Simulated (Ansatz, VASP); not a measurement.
**Two plane-wave programs on RbP3**

```xyz
4
Lattice="5.0764 0.0000 0.0000 0.0000 5.0764 0.0000 0.0000 0.0000 5.0764" Properties=species:S:1:pos:R:3 pbc="T T T"
Rb    0.0000    0.0000    0.0000
P     0.0000    2.5382    2.5382
P     2.5382    2.5382    0.0000
P     2.5382    0.0000    2.5382
```

Change from the starting cell: species swapped into the Gd3Dy type (Pm-3m, No. 221).

Alike in both runs: task relaxation of cell and atoms; functional PBE; k mesh 4 × 4 × 4; occupations gaussian, width 0.1 eV; no spin polarisation.

```csv
,VASP,Ansatz
version,VASP 6.6.1,Ansatz 0.2.0
potentials or method,"VASP PAW PBE potentials, release 64 (Rb_sv, P)","scalar-relativistic, plane waves, PAW"
plane-wave cutoff (eV),600,420
valence electrons in the cell,24,24
```

Ansatz gave:

* gap on the k mesh at the Fermi level, each at its own relaxed structure (eV): none
* relaxed volume (Å³/atom): 20.96
* relaxed cell length with the largest relative difference (Å): 4.377
* energy change over the relaxation (meV/atom): -447

Estimate VASP's values.

gap on the k mesh at the Fermi level, each at its own relaxed structure (eV): none; relaxed volume (Å³/atom): 20.89; relaxed cell length with the largest relative difference (Å): 4.372; energy change over the relaxation (meV/atom): -443.

A gap of «none» marks a metal or a gap that the smearing closes.

Caveats: the volume moved by over 15 % at a fixed basis, so the end points are rough.
